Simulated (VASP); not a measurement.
An input for Quantum ESPRESSO's pw.x (written as the equivalent of a VASP run, and not itself run):

```
&CONTROL
  calculation = 'scf'
  pseudo_dir = './pseudo'
  outdir = './out'
  tprnfor = .true.
  tstress = .true.
/
&SYSTEM
  ibrav = 0
  nat = 3
  ntyp = 2
  ecutwfc = 74
  occupations = 'smearing'
  smearing = 'gaussian'
  degauss = 0.003675
  input_dft = 'rpbe'
/
&ELECTRONS
  conv_thr = 7.3e-09
  electron_maxstep = 100
/
ATOMIC_SPECIES
  K 39.098 K.upf
  S 32.060 S.upf
CELL_PARAMETERS angstrom
     0.0000000    3.7759047    3.7759047
     3.7759047    0.0000000    3.7759047
     3.7759047    3.7759047    0.0000000
ATOMIC_POSITIONS crystal
  K    0.2500000  0.2500000  0.2500000
  K    0.7500000  0.7500000  0.7500000
  S    0.0000000  0.0000000  0.0000000
K_POINTS automatic
  5 5 5 0 0 0
```

Problem. Translate this input to VASP (INCAR, KPOINTS, POSCAR, choice of POTCAR).

Solution. This is not unique; one that fits is 
File POSCAR:
```
K2S
1
    0.0000000000     3.7759047447     3.7759047447
    3.7759047447     0.0000000000     3.7759047447
    3.7759047447     3.7759047447     0.0000000000
K S
2 1
Direct
  0.2500000000   0.2500000000   0.2500000000
  0.7500000000   0.7500000000   0.7500000000
  0.0000000000   0.0000000000   0.0000000000
```

INCAR:
```
SYSTEM = K2S
PREC = Accurate; ENCUT = 520; LREAL = .FALSE.
LASPH = .TRUE.
EDIFF = 1E-7; NELM = 100; ALGO = Normal
ISMEAR = 0; SIGMA = 0.05
GGA = RP
ISIF = 2
LWAVE = .FALSE.; LCHARG = .FALSE.
```

**KPOINTS**
```
Automatic mesh
0
Gamma
5 5 5
0 0 0
```

POTCAR, in this order: K_sv S (PBE.64 set). Program: vasp_std.

Limits of the translation: the potentials are each code's own (VASP's PAW set, PseudoDojo norm-conserving files in pw.x), so ENCUT and ecutwfc are chosen apart and not converted; conv_thr bounds pw.x's estimated SCF error, while EDIFF bounds the energy change between steps.

The compound is K2S in the antifluorite structure. This cell is one point of a volume scan, at 0.97 of the reference volume.
